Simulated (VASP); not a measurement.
An input for Quantum ESPRESSO's pw.x (written as the equivalent of a VASP run, and not itself run):

```
&CONTROL
  calculation = 'relax'
  pseudo_dir = './pseudo'
  outdir = './out'
  tprnfor = .true.
  tstress = .true.
  nstep = 30
  forc_conv_thr = 0.00039
/
&SYSTEM
  ibrav = 0
  nat = 4
  ntyp = 2
  ecutwfc = 84
  occupations = 'smearing'
  smearing = 'gaussian'
  degauss = 0.003675
  input_dft = 'pbesol'
/
&ELECTRONS
  conv_thr = 7.3e-09
  electron_maxstep = 100
/
&IONS
/
ATOMIC_SPECIES
  B 10.810 B.upf
  N 14.007 N.upf
CELL_PARAMETERS angstrom
     1.3027981   -2.2565129    0.0000000
     1.3027981    2.2565129    0.0000000
     0.0000000    0.0000000    7.0953297
ATOMIC_POSITIONS crystal
  B    0.3333330  0.6666670  0.2500000
  B    0.6666670  0.3333330  0.7500000
  N    0.6666670  0.3333330  0.2500000
  N    0.3333330  0.6666670  0.7500000
K_POINTS automatic
  10 10 4 0 0 0
```

Problem. Translate this input to VASP (INCAR, KPOINTS, POSCAR, choice of POTCAR).

Solution. Several could match; the one computed here: 
**INCAR**
```
SYSTEM = BN
PREC = Accurate; ENCUT = 600; LREAL = .False.
LASPH = .True.
EDIFF = 1E-7; NELM = 100; ALGO = Normal
ISMEAR = 0; SIGMA = 0.05
GGA = PS
IBRION = 2; NSW = 30; ISIF = 2
EDIFFG = -0.01
LWAVE = .False.; LCHARG = .False.
```

POSCAR:
```
BN
1
    1.3027981014    -2.2565129087     0.0000000000
    1.3027981014     2.2565129087     0.0000000000
    0.0000000000     0.0000000000     7.0953297253
B N
2 2
Direct
  0.3333330000   0.6666670000   0.2500000000
  0.6666670000   0.3333330000   0.7500000000
  0.6666670000   0.3333330000   0.2500000000
  0.3333330000   0.6666670000   0.7500000000
```

**KPOINTS**
```
Regular mesh
0
G
 10 10 4
```

POTCAR, in this order: B N (PBE.64 set). Program: vasp_std.

Limits of the translation: the potentials are each code's own (VASP's PAW set, PseudoDojo norm-conserving files in pw.x), so ENCUT and ecutwfc are chosen apart and not converted; conv_thr bounds pw.x's estimated SCF error, while EDIFF bounds the energy change between steps; forc_conv_thr acts on force components and is met together with etot_conv_thr.

The compound is BN in the hex structure. This cell was strained or had an atom moved on purpose.
